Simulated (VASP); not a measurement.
# MgZnSeS with optB86b-vdW: from relaxation to properties, part 2 of 5

Wanted: the relaxed cell of MgZnSeS and its properties. The cell is invented: it takes the structure of a Materials Project entry for Zn2SeS (space group 160 there), with some of its atoms replaced by other elements, volume scaled by an estimate. It may not be a known or stable phase.

VASP 6.6.1; optB86b-vdW; plane waves and PAW (Se, Zn, S, Mg); invented cell.

So far, gap on the k-mesh (eV): step 2 (rough relaxation of the start cell) 1.66. The relaxed cell has a = 4.005, c = 19.767 Å (conventional setting).

## (3) Full relaxation (optB86b-vdW)

Properties are meant for the cell that this level of theory prefers, so cell and atoms are relaxed first (ISIF = 3) until forces and stress are small; EDIFFG sets the threshold.

File INCAR:

```
SYSTEM = MgZnSeS
PREC = Accurate
ENCUT = 400
EDIFF = 1E-06
NELM = 100
ISMEAR = 0
SIGMA = 0.05
LREAL = .FALSE.
ALGO = Normal
GGA = MK
AGGAC = 0
LUSE_VDW = .TRUE.
PARAM1 = 0.1234
PARAM2 = 1
LASPH = .TRUE.
NBANDS = 19
LORBIT = 11
LWAVE = .FALSE.
LCHARG = .FALSE.
KPAR = 2
IBRION = 2
NSW = 60
ISIF = 3
EDIFFG = -0.01
```

File POSCAR:

```
MgZnSeS
1.0
    2.0025007074      1.1561447050      6.5890043881
   -2.0025007074      1.1561447050      6.5890043881
    0.0000000000     -2.3122894099      6.5890043881
Se Zn S Mg
1 1 1 1
Direct
    0.6211562484      0.6211562484      0.6211562484
    0.4968475590      0.4968475590      0.4968475590
    0.1280548363      0.1280548363      0.1280548363
    0.0039403563      0.0039403563      0.0039403563
```

File KPOINTS:

```
Automatic mesh
0
Gamma
7 7 7
0 0 0
```

Potentials, in the order of the species: Se, Zn, S and Mg (PBE family, release 64).

Started as:

```console
$ mpirun -np 2 vasp_std
```

Output:

```text
[banner, memory and clock lines left out]
running    2 mpi-ranks, on    1 nodes
 distrk:  each k-point on    1 cores,    2 groups
 distr:  one band on    1 cores,    1 groups

 POSCAR found type information on POSCAR SeZnS Mg
 POSCAR found :  4 types and       4 ions
 [... a notice as in an earlier step ...]

 [... a notice as in an earlier step ...]

 LDA part: xc-table for (Slater+PW92), standard interpolation
 POSCAR, INCAR and KPOINTS ok, starting setup
 FFT: planning ... GRIDC
 FFT: planning ... GRID_SOFT
 FFT: planning ... GRID
 WAVECAR not read
 entering main loop
       N       E                     dE             d eps       ncg     rms          rms(c)
DAV:   1     0.138227592320E+03    0.13823E+03   -0.10184E+04  1672   0.108E+03
DAV:   2     0.447435101887E+01   -0.13375E+03   -0.12837E+03  1898   0.241E+02
DAV:   3    -0.746355039500E+01   -0.11938E+02   -0.11884E+02  1966   0.769E+01
DAV:   4    -0.766193539302E+01   -0.19838E+00   -0.19825E+00  2173   0.106E+01
DAV:   5    -0.766429870449E+01   -0.23633E-02   -0.23631E-02  2093   0.112E+00    0.632E+00
DAV:   6    -0.685981405163E+01    0.80448E+00   -0.16858E+00  2593   0.381E+01    0.493E+00
DAV:   7    -0.682186682417E+01    0.37947E-01   -0.98320E-01  1899   0.603E+00    0.257E+00
DAV:   8    -0.682398273471E+01   -0.21159E-02   -0.37600E-02  2208   0.159E+00    0.885E-01
DAV:   9    -0.682572484954E+01   -0.17421E-02   -0.81645E-03  2091   0.113E+00    0.312E-01
DAV:  10    -0.682572075651E+01    0.40930E-05   -0.76945E-04  1920   0.310E-01    0.167E-01
DAV:  11    -0.682600209069E+01   -0.28133E-03   -0.10455E-03  1776   0.166E-01    0.727E-02
DAV:  12    -0.682595760150E+01    0.44489E-04   -0.10178E-04  2194   0.749E-02    0.311E-02
DAV:  13    -0.682596852089E+01   -0.10919E-04   -0.44433E-05  1896   0.383E-02    0.150E-02
DAV:  14    -0.682596998295E+01   -0.14621E-05   -0.53940E-06  2043   0.156E-02    0.950E-03
DAV:  15    -0.682596999698E+01   -0.14031E-07   -0.35149E-07  1161   0.446E-03
   1 F= -.68259700E+01 E0= -.68259700E+01  d E =-.682597E+01
 curvature:   0.00 expect dE= 0.000E+00 dE for cont linesearch  0.000E+00
 trial: gam= 0.00000 g(F)=  0.126E-03 g(S)=  0.333E-04 ort = 0.000E+00 (trialstep = 0.100E+01)
 search vector abs. value=  0.159E-03
 bond charge predicted
       N       E                     dE             d eps       ncg     rms          rms(c)
DAV:   1    -0.682624646117E+01   -0.27648E-03   -0.47985E-03  1999   0.785E-01    0.915E-02
DAV:   2    -0.682611815951E+01    0.12830E-03   -0.71444E-04  2234   0.504E-01    0.386E-02
DAV:   3    -0.682609878840E+01    0.19371E-04   -0.48470E-05  1854   0.537E-02    0.186E-02
DAV:   4    -0.682609297028E+01    0.58181E-05   -0.65144E-06  1996   0.238E-02    0.721E-03
DAV:   5    -0.682609270971E+01    0.26057E-06   -0.12602E-06   959   0.145E-02
   2 F= -.68260927E+01 E0= -.68260927E+01  d E =-.122713E-03
[...]
3 F= -.68261435E+01 E0= -.68261435E+01  d E =-.173550E-03
 curvature:  -0.99 expect dE=-0.100E-03 dE for cont linesearch -0.446E-06
 trial: gam= 0.58172 g(F)=  0.473E-05 g(S)=  0.963E-04 ort = 0.846E-05 (trialstep = 0.116E+01)
 search vector abs. value=  0.165E-03
 bond charge predicted
       N       E                     dE             d eps       ncg     rms          rms(c)
DAV:   1    -0.682661616247E+01   -0.47236E-03   -0.98330E-03  1880   0.107E+00    0.137E-01
DAV:   2    -0.682629837910E+01    0.31778E-03   -0.13055E-03  2154   0.667E-01    0.633E-02
DAV:   3    -0.682621882928E+01    0.79550E-04   -0.11225E-04  1973   0.995E-02    0.283E-02
DAV:   4    -0.682620083772E+01    0.17992E-04   -0.26819E-05  2030   0.532E-02    0.122E-02
DAV:   5    -0.682620019133E+01    0.64639E-06   -0.79163E-06  1826   0.231E-02
   4 F= -.68262002E+01 E0= -.68262002E+01  d E =-.566440E-04
 trial-energy change:   -0.000057  1 .order   -0.000062   -0.000122   -0.000001
 step:   1.1715(harm=  1.1674)  dis= 0.00161  next Energy=    -6.826200 (dE=-0.567E-04)
 reached required accuracy - stopping structural energy minimisation
```

Elapsed: 12 min, on 2 MPI ranks of Intel Xeon Platinum 8488C (Sapphire Rapids), shared host; peak memory 1.8 GiB; 23 min of CPU time.

Parts of OUTCAR (step 3):

```text
  LATTYP: Found a trigonal (rhomboedric) cell.
 ALAT       =     6.9829548537
 COS(alpha) =     0.8355260634

The static configuration has the point symmetry C_3v.

 Found     44 irreducible k-points:

   k-points           NKPTS =     44   k-points in BZ     NKDIM =     44   number of bands    NBANDS=     19

   dimension x,y,z NGX =    48 NGY =   48 NGZ =   48
   dimension x,y,z NGXF=    96 NGYF=   96 NGZF=   96

   ENCUT  =  400.0 eV  29.40 Ry    5.42 a.u.  11.39 11.39 11.39*2*pi/ulx,y,z

   NELECT =      26.0000    total number of electrons

 E-fermi :   1.5674

 k-point     1 :       0.0000    0.0000    0.0000
  band No.  band energies     occupation
    ...
      9       0.5951      2.00000
     10       0.5951      2.00000
     11       1.1196      2.00000
     12       1.3575      2.00000
     13       1.3575      2.00000
     14       3.0062      0.00000
     15       5.4474      0.00000
     16       7.6072      0.00000
     17       7.6072      0.00000
     18       7.9914      0.00000
    ...

 k-point     2 :       0.1429    0.0000   -0.0000
  band No.  band energies     occupation
    ...
      9      -0.2847      2.00000
     10       0.4042      2.00000
     11       0.4562      2.00000
     12       0.9740      2.00000
     13       1.1766      2.00000
     14       4.0112      0.00000
     15       6.1932      0.00000
     16       7.2318      0.00000
     17       7.8756      0.00000
     18       8.0809      0.00000
    ...

Total vdW correction in eV:      5.6184812

  Total       -0.0258025     -0.0258025     -0.0021902      0.0000000     -0.0000000      0.0000000
  in kB       -0.4519203     -0.4519206     -0.0383606      0.0000000     -0.0000000      0.0000000
  external PRESSURE =      -0.3140671 kB  Pullay stress =       0.0000000 kB

  energy-cutoff  :      400.00
  volume of cell :       91.48
      direct lattice vectors                 reciprocal lattice vectors
     2.000530699  1.155007319  6.598252809     0.249933680  0.144299230  0.050518424
    -2.000530699  1.155007319  6.598252809    -0.249933680  0.144299230  0.050518424
    -0.000000000 -2.310014638  6.598252809     0.000000000 -0.288598460  0.050518424

 POSITION                                       TOTAL-FORCE (eV/Angst)
 -----------------------------------------------------------------------------------
     -0.00000      0.00000     12.29262         0.000000     -0.000000     -0.006248
     -0.00000      0.00000      9.83531        -0.000000      0.000000      0.008076
     -0.00000      0.00000      2.53199        -0.000000      0.000000      0.002911
     -0.00000      0.00000      0.08351         0.000000     -0.000000     -0.004739
 -----------------------------------------------------------------------------------
    total drift:                                0.000000     -0.000014      0.001337

  FREE ENERGIE OF THE ION-ELECTRON SYSTEM (eV)
  ---------------------------------------------------
  free  energy   TOTEN  =        -6.8262001913 eV

  energy  without entropy=       -6.8262001913  energy(sigma->0) =       -6.82620019

Total vdW correction in eV:      5.6184506

 total charge
# of ion       s       p       d       tot
------------------------------------------
    1        1.432   2.521   0.015   3.968
    2        0.505   0.408   9.793  10.706
    3        1.320   2.410   0.000   3.730
    4        0.174   0.154   0.038   0.367
--------------------------------------------------
tot          3.432   5.493   9.846  18.771

[... 2 parts as in an earlier step ...]

[... 7 further parts left out ...]
```

Relaxation path:

| step | energy less that of the first step (eV) | largest force (eV/Å) | pressure (GPa) | volume (Å³) |
| --- | --- | --- | --- | --- |
| 1 | 0.0000 | 0.0410 | -0.04 | 91.53 |
| 2 | -0.0001 | 0.0227 | 0.02 | 91.45 |
| 3 | -0.0002 | 0.0083 | 0.07 | 91.38 |
| 4 | -0.0002 | 0.0081 | -0.03 | 91.48 |

| conventional cell, symmetrised | before | after | change |
| --- | --- | --- | --- |
| a (Å) | 4.005 | 4.001 | -0.1 % |
| b (Å) | 4.005 | 4.001 | -0.1 % |
| c (Å) | 19.767 | 19.795 | +0.1 % |
| volume (Å³/atom) | 22.88 | 22.87 | -0.1 % |

Final coordinates:

```xyz
4
Lattice="2.0005 1.1550 6.5983 -2.0005 1.1550 6.5983 0.0000 -2.3100 6.5983" Properties=species:S:1:pos:R:3 pbc="T T T"
Se    0.0000    0.0000   12.2926
Zn    0.0000    0.0000    9.8353
S     0.0000    0.0000    2.5320
Mg    0.0000    0.0000    0.0835
```

Numbers from this step:

```
irreducible k-points            : 44
free energy (TOTEN)             : -6.826 eV
Fermi energy                    : 1.567 eV
pressure                        : -0.03141 GPa
SCF cycles over all ionic steps : 30
gap on the k-mesh               : 1.649 eV
least direct gap on the k-mesh  : 1.649 eV
```

It ends with a largest force of 0.008 eV/Å and a pressure of -0.03 GPa.

(Continued in part 3 of 5.)

[Lines on the potential files, build, host, timing and source positions are cut from VASP's logs without a mark.]

[Logs are printed without paths, hosts, clocks, repeated set-up lines and the standing remarks that a program may print on its own settings, such as how far it seeks lower states.]

[Hosts, paths, dates, database ids (printed as entryN), source tags and the programs' standing remarks are cut or masked in the printed files.]

[A measured line is paired with the nearest computed mode of its activity, which favours agreement.]
